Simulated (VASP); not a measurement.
# CdSe (Cadmoselite): convergence with the smearing and SCF solver, part 2 of 4

How sensitive are energy, pressure and forces of CdSe (Cadmoselite) to the smearing and SCF solver? The series runs use PBE. The start is a cell from a database of measured crystal structures.

VASP 6.6.1; PBE; plane waves and PAW (Cd, Se).

Still holding for the runs below: Spin-orbit coupling is off here; it would split degenerate levels, and it lifts a valence top of Se p states by about 0.1 eV.

So far. Step 6 (Smearing: ISMEAR = -1, SIGMA = 0.5): Against the run before the energy at zero width moves by +24.44 meV an atom and the pressure by +0.42 GPa, after 14 cycles in 4.4 s. The entropy term T·S comes to 104.25 meV an atom in size.

The database entry behind the starting cell differs from later determinations by our own check (inner coordinate of an old entry), so it need not match the best structure at ambient conditions.

### Step 7. Smearing: ISMEAR = 2, SIGMA = 0.01

INCAR

```
SYSTEM = CdSe
PREC = Accurate
ENCUT = 400
EDIFF = 1E-06
NELM = 100
ISMEAR = 2
SIGMA = 0.01
LREAL = .FALSE.
ALGO = Normal
GGA = PE
NBANDS = 24
LORBIT = 11
LWAVE = .FALSE.
LCHARG = .FALSE.
KPAR = 4
ISIF = 2
```

POSCAR

```
CdSe
1.0
    4.3000000000      0.0000000000      0.0000000000
   -2.1500000000      3.7239092363      0.0000000000
    0.0000000000      0.0000000000      7.0200000000
Cd Se
2 2
Direct
    0.3333333333      0.6666666667      0.0000000000
    0.6666666667      0.3333333333      0.5000000000
    0.3333333333      0.6666666667      0.3850000000
    0.6666666667      0.3333333333      0.8850000000
```

KPOINTS

```
Automatic mesh
0
Gamma
5 5 3
0 0 0
```

Potentials, in the order of the species: Cd and Se (PBE family, release 64).

Launch:

```bash
$ mpirun -np 4 vasp_std
```

The program printed:

```text
[... set-up lines as in an earlier step ...]
 entering main loop
       N       E                     dE             d eps       ncg     rms          rms(c)
DAV:   1     0.209625745757E+03    0.20963E+03   -0.15129E+04   480   0.110E+03
DAV:   2    -0.182984731866E+01   -0.21146E+03   -0.20732E+03   568   0.302E+02
DAV:   3    -0.115799006878E+02   -0.97501E+01   -0.97249E+01   568   0.672E+01
DAV:   4    -0.116439115372E+02   -0.64011E-01   -0.63989E-01   568   0.528E+00
[... 2 cycles as in an earlier step ...]
DAV:   7    -0.108836001504E+02    0.34660E-01   -0.60330E-01   536   0.408E+00    0.258E+00
DAV:   8    -0.108812639586E+02    0.23362E-02   -0.66569E-02   512   0.269E+00    0.393E-01
DAV:   9    -0.108812975988E+02   -0.33640E-04   -0.86845E-03   568   0.113E+00    0.125E-01
DAV:  10    -0.108814402597E+02   -0.14266E-03   -0.96852E-04   528   0.352E-01    0.752E-02
DAV:  11    -0.108815322642E+02   -0.92005E-04   -0.19742E-04   520   0.871E-02    0.186E-02
DAV:  12    -0.108815287515E+02    0.35127E-05   -0.62861E-05   592   0.863E-02    0.102E-02
DAV:  13    -0.108815299580E+02   -0.12064E-05   -0.14841E-05   504   0.389E-02    0.370E-03
DAV:  14    -0.108815302271E+02   -0.26908E-06   -0.90220E-07   448   0.481E-03
   1 F= -.10881530E+02 E0= -.10881530E+02  d E =-.177431E-35
```

Run time: 4.8 s. Hardware: 4 MPI ranks of Intel Xeon 6975P-C (Granite Rapids), shared host; peak memory 0.69 GiB; 16 s of CPU time.

Parts of OUTCAR (step 7):

```text
  Total        2.5969718      2.5969718      1.0741163      0.0000000     -0.0000000     -0.0000000
  in kB       37.0146085     37.0146085     15.3093672      0.0000000     -0.0000000     -0.0000000
  external PRESSURE =      29.7795281 kB  Pullay stress =       0.0000000 kB

 POSITION                                       TOTAL-FORCE (eV/Angst)
 -----------------------------------------------------------------------------------
     -0.00000      2.48261      0.00000        -0.000000      0.000000      0.295357
      2.15000      1.24130      3.51000         0.000000     -0.000000      0.295357
     -0.00000      2.48261      2.70270        -0.000000      0.000000     -0.295357
      2.15000      1.24130      6.21270         0.000000      0.000000     -0.295357
 -----------------------------------------------------------------------------------
    total drift:                               -0.000000     -0.000000      0.000163

[... 4 parts as in an earlier step ...]

[... 1 further part left out ...]
[key lines of the parts left out:]
E-fermi :   1.0335
```

Methfessel-Paxton smearing is not meant for a cell with a gap.

Against the first of the series the energy at zero width stays within 0.01 meV an atom and the pressure within 0.01 GPa, after 14 cycles in 4.8 s. The entropy term T·S comes to 0.00 meV an atom in size.

### Step 8. Smearing: ISMEAR = 2, SIGMA = 0.05

Edit INCAR of step 7 so:

```diff
@@ -6,3 +6,3 @@
 ISMEAR = 2
-SIGMA = 0.01
+SIGMA = 0.05
 LREAL = .FALSE.
```

POSCAR is that of step 7.

KPOINTS is that of step 7.

Launch:

```bash
$ mpirun -np 4 vasp_std
```

The program printed:

```text
[... set-up lines as in an earlier step ...]
 entering main loop
       N       E                     dE             d eps       ncg     rms          rms(c)
DAV:   1     0.209625457316E+03    0.20963E+03   -0.15129E+04   480   0.110E+03
DAV:   2    -0.182981061114E+01   -0.21146E+03   -0.20712E+03   568   0.302E+02
DAV:   3    -0.115798562906E+02   -0.97500E+01   -0.97249E+01   568   0.672E+01
DAV:   4    -0.116438426426E+02   -0.63986E-01   -0.63965E-01   568   0.528E+00
[...]
DAV:  12    -0.108814247222E+02    0.35408E-05   -0.63481E-05   592   0.867E-02    0.103E-02
DAV:  13    -0.108814259341E+02   -0.12118E-05   -0.14874E-05   504   0.389E-02    0.369E-03
DAV:  14    -0.108814262013E+02   -0.26724E-06   -0.89720E-07   448   0.479E-03
   1 F= -.10881426E+02 E0= -.10881455E+02  d E =0.114997E-03
```

Wall time 4.6 s (4 MPI ranks); peak memory 0.72 GiB.

OUTCAR, selected parts (step 8):

```text
  Total        2.5950841      2.5950841      1.0772628      0.0000000      0.0000000      0.0000000
  in kB       36.9877032     36.9877032     15.3542144      0.0000000      0.0000000      0.0000000
  external PRESSURE =      29.7765403 kB  Pullay stress =       0.0000000 kB

 POSITION                                       TOTAL-FORCE (eV/Angst)
 -----------------------------------------------------------------------------------
     -0.00000      2.48261      0.00000         0.000000      0.000000      0.295611
      2.15000      1.24130      3.51000        -0.000000     -0.000000      0.295611
     -0.00000      2.48261      2.70270        -0.000000     -0.000000     -0.295611
      2.15000      1.24130      6.21270        -0.000000     -0.000000     -0.295611
 -----------------------------------------------------------------------------------
    total drift:                               -0.000000     -0.000000      0.000165

  FREE ENERGIE OF THE ION-ELECTRON SYSTEM (eV)
  ---------------------------------------------------
  free  energy   TOTEN  =       -10.8814262013 eV

  energy  without entropy=      -10.8815411982  energy(sigma->0) =      -10.88145495

[... 2 parts as in an earlier step ...]

[... 1 further part left out ...]
[key lines of the parts left out:]
E-fermi :   0.9721
```

Against the run before the energy at zero width moves by +0.02 meV an atom while the pressure stays within 0.01 GPa, after 14 cycles in 4.6 s. The entropy term T·S comes to 0.03 meV an atom in size.

### Step 9. Smearing: ISMEAR = 2, SIGMA = 0.1

Edit INCAR of step 8 so:

```diff
@@ -6,3 +6,3 @@
 ISMEAR = 2
-SIGMA = 0.05
+SIGMA = 0.1
 LREAL = .FALSE.
```

POSCAR is that of step 8.

KPOINTS is that of step 8.

Launch:

```bash
$ mpirun -np 4 vasp_std
```

The program printed:

```text
[... set-up lines as in an earlier step ...]
 entering main loop
       N       E                     dE             d eps       ncg     rms          rms(c)
DAV:   1     0.209623065626E+03    0.20962E+03   -0.15129E+04   480   0.110E+03
DAV:   2    -0.182977395086E+01   -0.21145E+03   -0.20692E+03   568   0.303E+02
DAV:   3    -0.115797672163E+02   -0.97500E+01   -0.97249E+01   568   0.672E+01
DAV:   4    -0.116437532483E+02   -0.63986E-01   -0.63960E-01   568   0.528E+00
[...]
DAV:  12    -0.108813173312E+02    0.35161E-05   -0.63013E-05   592   0.864E-02    0.102E-02
DAV:  13    -0.108813185397E+02   -0.12085E-05   -0.14835E-05   504   0.389E-02    0.369E-03
DAV:  14    -0.108813188076E+02   -0.26794E-06   -0.89888E-07   448   0.480E-03
   1 F= -.10881319E+02 E0= -.10881363E+02  d E =0.177381E-03
```

Run time: 4.2 s. Hardware: 4 MPI ranks; peak memory 0.69 GiB; 14 s of CPU time.

OUTCAR, selected parts (step 9):

```text
  Total        2.5957987      2.5957987      1.0762828      0.0000000      0.0000000      0.0000000
  in kB       36.9978890     36.9978890     15.3402462      0.0000000      0.0000000      0.0000000
  external PRESSURE =      29.7786747 kB  Pullay stress =       0.0000000 kB

 POSITION                                       TOTAL-FORCE (eV/Angst)
 -----------------------------------------------------------------------------------
     -0.00000      2.48261      0.00000         0.000000     -0.000000      0.295494
      2.15000      1.24130      3.51000        -0.000000      0.000000      0.295494
     -0.00000      2.48261      2.70270         0.000000      0.000000     -0.295494
      2.15000      1.24130      6.21270        -0.000000     -0.000000     -0.295494
 -----------------------------------------------------------------------------------
    total drift:                               -0.000000     -0.000000      0.000165

  FREE ENERGIE OF THE ION-ELECTRON SYSTEM (eV)
  ---------------------------------------------------
  free  energy   TOTEN  =       -10.8813188076 eV

  energy  without entropy=      -10.8814961890  energy(sigma->0) =      -10.88136315

[... 2 parts as in an earlier step ...]

[... 1 further part left out ...]
[key lines of the parts left out:]
E-fermi :   1.0041
```

Against the run before the energy at zero width moves by +0.02 meV an atom while the pressure stays within 0.01 GPa, after 14 cycles in 4.2 s. The entropy term T·S comes to 0.04 meV an atom in size.

### Step 10. Smearing: ISMEAR = 2, SIGMA = 0.2

Edit INCAR of step 9 so:

```diff
@@ -6,3 +6,3 @@
 ISMEAR = 2
-SIGMA = 0.1
+SIGMA = 0.2
 LREAL = .FALSE.
```

POSCAR is that of step 9.

KPOINTS is that of step 9.

Launch:

```bash
$ mpirun -np 4 vasp_std
```

The program printed:

```text
[... set-up lines as in an earlier step ...]
 entering main loop
       N       E                     dE             d eps       ncg     rms          rms(c)
DAV:   1     0.209615985479E+03    0.20962E+03   -0.15129E+04   480   0.110E+03
DAV:   2    -0.182968035121E+01   -0.21145E+03   -0.20671E+03   568   0.303E+02
DAV:   3    -0.115796957558E+02   -0.97500E+01   -0.97259E+01   568   0.672E+01
DAV:   4    -0.116436925773E+02   -0.63997E-01   -0.63976E-01   568   0.528E+00
[...]
DAV:  12    -0.108812843405E+02    0.35402E-05   -0.62909E-05   592   0.863E-02    0.102E-02
DAV:  13    -0.108812855454E+02   -0.12049E-05   -0.14836E-05   504   0.389E-02    0.371E-03
DAV:  14    -0.108812858141E+02   -0.26867E-06   -0.90111E-07   448   0.481E-03
   1 F= -.10881286E+02 E0= -.10881253E+02  d E =-.130578E-03
```

It took 5.2 s on 4 MPI ranks; peak memory 0.7 GiB.

OUTCAR, selected parts (step 10):

```text
  Total        2.5978322      2.5978322      1.0749069      0.0000000      0.0000000      0.0000000
  in kB       37.0268718     37.0268718     15.3206355      0.0000000      0.0000000      0.0000000
  external PRESSURE =      29.7914597 kB  Pullay stress =       0.0000000 kB

 POSITION                                       TOTAL-FORCE (eV/Angst)
 -----------------------------------------------------------------------------------
     -0.00000      2.48261      0.00000         0.000000     -0.000000      0.295362
      2.15000      1.24130      3.51000        -0.000000     -0.000000      0.295362
     -0.00000      2.48261      2.70270         0.000000      0.000000     -0.295362
      2.15000      1.24130      6.21270         0.000000     -0.000000     -0.295362
 -----------------------------------------------------------------------------------
    total drift:                               -0.000000     -0.000000      0.000164

  FREE ENERGIE OF THE ION-ELECTRON SYSTEM (eV)
  ---------------------------------------------------
  free  energy   TOTEN  =       -10.8812858141 eV

  energy  without entropy=      -10.8811552357  energy(sigma->0) =      -10.88125317

[... 2 parts as in an earlier step ...]

[... 1 further part left out ...]
[key lines of the parts left out:]
E-fermi :   1.0748
```

Against the run before the energy at zero width moves by +0.03 meV an atom while the pressure stays within 0.01 GPa, after 14 cycles in 5.2 s. The entropy term T·S comes to 0.03 meV an atom in size.

### Step 11. Smearing: ISMEAR = 2, SIGMA = 0.5

Edit INCAR of step 10 so:

```diff
@@ -6,3 +6,3 @@
 ISMEAR = 2
-SIGMA = 0.2
+SIGMA = 0.5
 LREAL = .FALSE.
```

POSCAR is that of step 10.

KPOINTS is that of step 10.

Launch:

```bash
$ mpirun -np 4 vasp_std
```

The program printed:

```text
[... set-up lines as in an earlier step ...]
 entering main loop
       N       E                     dE             d eps       ncg     rms          rms(c)
DAV:   1     0.209589976013E+03    0.20959E+03   -0.15129E+04   480   0.110E+03
DAV:   2    -0.182959626317E+01   -0.21142E+03   -0.20658E+03   568   0.303E+02
DAV:   3    -0.115779017874E+02   -0.97483E+01   -0.97223E+01   568   0.672E+01
DAV:   4    -0.116416573470E+02   -0.63756E-01   -0.63726E-01   568   0.527E+00
[...]
DAV:  12    -0.108793523019E+02    0.32743E-05   -0.62209E-05   592   0.858E-02    0.102E-02
DAV:  13    -0.108793534883E+02   -0.11864E-05   -0.14856E-05   504   0.390E-02    0.368E-03
DAV:  14    -0.108793537594E+02   -0.27105E-06   -0.90516E-07   448   0.481E-03
   1 F= -.10879354E+02 E0= -.10880369E+02  d E =0.406108E-02
```

Run time: 4.2 s. Hardware: 4 MPI ranks; peak memory 0.7 GiB.

From OUTCAR (step 11):

```text
  Total        2.6001379      2.6001379      1.0523708      0.0000000     -0.0000000      0.0000000
  in kB       37.0597343     37.0597343     14.9994285      0.0000000     -0.0000000      0.0000000
  external PRESSURE =      29.7062990 kB  Pullay stress =       0.0000000 kB

 POSITION                                       TOTAL-FORCE (eV/Angst)
 -----------------------------------------------------------------------------------
     -0.00000      2.48261      0.00000         0.000000     -0.000000      0.293275
      2.15000      1.24130      3.51000         0.000000      0.000000      0.293275
     -0.00000      2.48261      2.70270        -0.000000     -0.000000     -0.293275
      2.15000      1.24130      6.21270        -0.000000     -0.000000     -0.293275
 -----------------------------------------------------------------------------------
    total drift:                               -0.000000     -0.000000      0.000164

  FREE ENERGIE OF THE ION-ELECTRON SYSTEM (eV)
  ---------------------------------------------------
  free  energy   TOTEN  =       -10.8793537594 eV

  energy  without entropy=      -10.8834148398  energy(sigma->0) =      -10.88036903

[... 2 parts as in an earlier step ...]

[... 1 further part left out ...]
[key lines of the parts left out:]
E-fermi :   1.0931
```

Against the run before the energy at zero width moves by +0.22 meV an atom and the pressure by -0.01 GPa, after 14 cycles in 4.2 s. The entropy term T·S comes to 1.02 meV an atom in size.

### Step 12. Smearing: ISMEAR = -5

Edit INCAR of step 11 so:

```diff
@@ -5,4 +5,4 @@
 NELM = 100
-ISMEAR = 2
-SIGMA = 0.5
+ISMEAR = -5
+SIGMA = 0.05
 LREAL = .FALSE.
```

POSCAR is that of step 11.

KPOINTS is that of step 11.

Launch:

```bash
$ mpirun -np 4 vasp_std
```

The program printed:

```text
[... set-up lines as in an earlier step ...]
 entering main loop
       N       E                     dE             d eps       ncg     rms          rms(c)
DAV:   1     0.209540406711E+03    0.20954E+03   -0.15129E+04   480   0.110E+03
DAV:   2    -0.182984731866E+01   -0.21137E+03   -0.20737E+03   568   0.303E+02
DAV:   3    -0.115799079779E+02   -0.97501E+01   -0.97249E+01   568   0.672E+01
[... 4 cycles as in an earlier step ...]
DAV:   8    -0.108812638743E+02    0.23500E-02   -0.66567E-02   512   0.269E+00    0.393E-01
DAV:   9    -0.108812975887E+02   -0.33714E-04   -0.86839E-03   568   0.113E+00    0.125E-01
[... 1 cycle as in an earlier step ...]
DAV:  11    -0.108815322602E+02   -0.91994E-04   -0.19739E-04   520   0.871E-02    0.186E-02
DAV:  12    -0.108815287517E+02    0.35085E-05   -0.62830E-05   592   0.863E-02    0.102E-02
[... 1 cycle as in an earlier step ...]
DAV:  14    -0.108815302269E+02   -0.26885E-06   -0.90157E-07   448   0.481E-03
   1 F= -.10881530E+02 E0= -.10881530E+02  d E =0.000000E+00
```

Wall time 4.6 s (4 MPI ranks); peak memory 0.7 GiB.

OUTCAR, selected parts (step 12):

```text
  Total        2.5969771      2.5969771      1.0741223      0.0000000      0.0000000      0.0000000
  in kB       37.0146841     37.0146841     15.3094530      0.0000000      0.0000000      0.0000000
  external PRESSURE =      29.7796070 kB  Pullay stress =       0.0000000 kB

 POSITION                                       TOTAL-FORCE (eV/Angst)
 -----------------------------------------------------------------------------------
     -0.00000      2.48261      0.00000        -0.000000      0.000000      0.295357
      2.15000      1.24130      3.51000         0.000000      0.000000      0.295357
     -0.00000      2.48261      2.70270        -0.000000      0.000000     -0.295357
      2.15000      1.24130      6.21270        -0.000000      0.000000     -0.295357
 -----------------------------------------------------------------------------------
    total drift:                               -0.000000     -0.000000      0.000163

  FREE ENERGIE OF THE ION-ELECTRON SYSTEM (eV)
  ---------------------------------------------------
  free  energy   TOTEN  =       -10.8815302269 eV

  energy  without entropy=      -10.8815302269  energy(sigma->0) =      -10.88153023

[... 2 parts as in an earlier step ...]

[... 1 further part left out ...]
[key lines of the parts left out:]
E-fermi :   0.9498
```

Against the first of the series the energy at zero width stays within 0.01 meV an atom and the pressure within 0.01 GPa, after 14 cycles in 4.6 s.

### Step 13. The smearing series as a table

This step: convergence of PBE results with the smearing; plane waves and PAW (VASP 6.6.1).

Derived from the runs above.

Differences are taken from the run with ISMEAR = -1, SIGMA = 0.01. Results of the series, by row:

```csv
setting,status,energy less the reference (meV/atom),pressure (GPa),largest force difference (meV/Å),gap (eV),SCF cycles,wall time (s)
"ISMEAR = -1, SIGMA = 0.01",converged,0,2.978,0,0.6976,14,5
"ISMEAR = -1, SIGMA = 0.05",converged,0.003247,2.978,0.01,0.6976,14,4.4
"ISMEAR = -1, SIGMA = 0.1",converged,0.1173,2.984,0.337,0.6978,14,4.6
"ISMEAR = -1, SIGMA = 0.2",converged,0.7593,3.023,2.017,0.6991,14,4.6
"ISMEAR = -1, SIGMA = 0.5",converged,25.2,3.44,0.615,0.7088,14,4.4
"ISMEAR = 2, SIGMA = 0.01",converged,0,2.978,0,0.6976,14,4.8
"ISMEAR = 2, SIGMA = 0.05",converged,0.01882,2.978,0.254,0.6977,14,4.6
"ISMEAR = 2, SIGMA = 0.1",converged,0.04177,2.978,0.137,0.6977,14,4.2
"ISMEAR = 2, SIGMA = 0.2",converged,0.06926,2.979,0.005,0.6975,14,5.2
"ISMEAR = 2, SIGMA = 0.5",converged,0.2903,2.971,2.082,0.6972,14,4.2
ISMEAR = -5,converged,0,2.978,0,0.6976,14,4.6
```

### Step 14. SCF solver: ALGO = Normal

This step: PBE; plane waves and PAW (Cd, Se) (VASP 6.6.1).

All solvers should reach one answer; they differ in cycles and robustness.

Edit INCAR of step 12 so:

```diff
@@ -5,3 +5,3 @@
 NELM = 100
-ISMEAR = -5
+ISMEAR = -1
 SIGMA = 0.05
```

POSCAR is that of step 12.

KPOINTS is that of step 12.

Launch:

```bash
$ mpirun -np 4 vasp_std
```

The program printed:

```text
[... set-up lines as in an earlier step ...]
 entering main loop
       N       E                     dE             d eps       ncg     rms          rms(c)
[... 14 cycles as in an earlier step ...]
   1 F= -.10881534E+02 E0= -.10881517E+02  d E =-.344902E-04
```

The job ended after 4.8 s (4 MPI ranks; peak memory 0.7 GiB; 16 s of CPU time).

From OUTCAR (step 14):

```text
   NELECT =      36.0000    total number of electrons

 E-fermi :   1.3188

 k-point     1 :       0.0000    0.0000    0.0000
  band No.  band energies     occupation
    ...
     14       0.2244      2.00000
     15       0.2244      2.00000
     16       0.9324      1.99912
     17       0.9431      1.99891
     18       0.9431      1.99891
     19       1.6407      0.00319
     20       3.0553      0.00000
     21       6.8137      0.00000
     22       6.8137      0.00000
     23       7.0728      0.00000
    ...

[... 15 parts as in an earlier step ...]

[... 6 further parts left out ...]
```

Numbers from this step:

| Property | Result |
| --- | --- |
| Fermi energy | 1.319 eV |

The series starts at -2.7204 eV an atom and 2.98 GPa, after 14 cycles in 4.8 s.

[end of part 2 of 4]

[Lines on the potential files, build, host, timing and source positions are cut from VASP's logs without a mark.]

[Logs are printed without paths, hosts, clocks, repeated set-up lines and the standing remarks that a program may print on its own settings, such as how far it seeks lower states.]

[Hosts, paths, dates, database ids (printed as entryN), source tags and the programs' standing remarks are cut or masked in the printed files.]

[A measured line is paired with the nearest computed mode of its activity, which favours agreement.]
